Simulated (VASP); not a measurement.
Consider the following.

```yaml
crystal:
  lattice:
    - [0.00000, 2.10317, 2.10317]
    - [2.10317, 0.00000, 2.10317]
    - [2.10317, 2.10317, 0.00000]
  atoms:
    - { symbol: Ti, position: [0.00000, 0.00000, 0.00000] }
    - { symbol: N, position: [0.50000, 0.50000, 0.50000] }
```

Computed with PBEsol GGA with spin-orbit coupling, VASP's PBE PAW potentials (set 64) (plane waves; VASP). Numerical set-up: 520 eV cut-off, 13×13×13 Γ-centred mesh, Gaussian smearing of 0.050 eV, potentials Ti_sv N.

Q: Give the energies of bands 11 to 23 at the high-symmetry points, in eV from the Fermi level.

A: 
```tsv
band	Γ	X	U	L	W
11	-2.13	-5.96	-6.00	-8.33	-5.65
12	-2.13	-5.96	-6.00	-8.33	-5.65
13	-2.10	-3.33	-5.86	-5.68	-5.61
14	-2.10	-3.33	-5.86	-5.68	-5.61
15	-2.10	-3.29	-4.61	-5.68	-5.54
16	-2.10	-3.29	-4.61	-5.68	-5.54
17	-0.72	-3.28	-0.55	1.72	0.90
18	-0.72	-3.28	-0.55	1.72	0.90
19	-0.72	1.66	2.03	1.72	0.92
20	-0.72	1.66	2.03	1.72	0.92
21	-0.69	2.45	2.38	2.42	2.46
22	-0.69	2.45	2.38	2.42	2.46
23	0.54	2.47	3.74	5.92	3.26
```

It has no gap at this level: it comes out as a metal or semimetal.

The compound is TiN in the rock salt structure. It was relaxed first.
